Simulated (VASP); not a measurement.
Consider the following.

```yaml
crystal:
  lattice:
    - [1.45410, -2.51857, 0.00000]
    - [1.45410, 2.51857, 0.00000]
    - [0.00000, 0.00000, 2.83825]
  atoms:
    - { symbol: W, position: [0.00000, 0.00000, 0.00000] }
    - { symbol: C, position: [0.33333, 0.66667, 0.50000] }
```

All values below come from vdW-DF-cx, VASP's PBE PAW potentials (set 64) (plane waves; VASP). Settings: 520 eV cut-off, 16×16×14 Γ-centred mesh, tetrahedra with Blöchl corrections, potentials W_sv C.

Unless said otherwise, spin-orbit coupling is left out, though it shifts the bands of the heavy elements here.

Problem. What does the run give for the energy per atom (σ→0), band gap (on the k-mesh) with the smallest direct gap where there is one?

Solution. 
```json
{
  "band gap (on the k-mesh)": "none (metal, semimetal or under 0.01 eV)",
  "energy per atom (σ→0)": "-9.527 eV/atom"
}
```

Total energies compare only between runs with the same potentials, cut-off and functional.

The compound is WC in the wc structure. It was relaxed first.
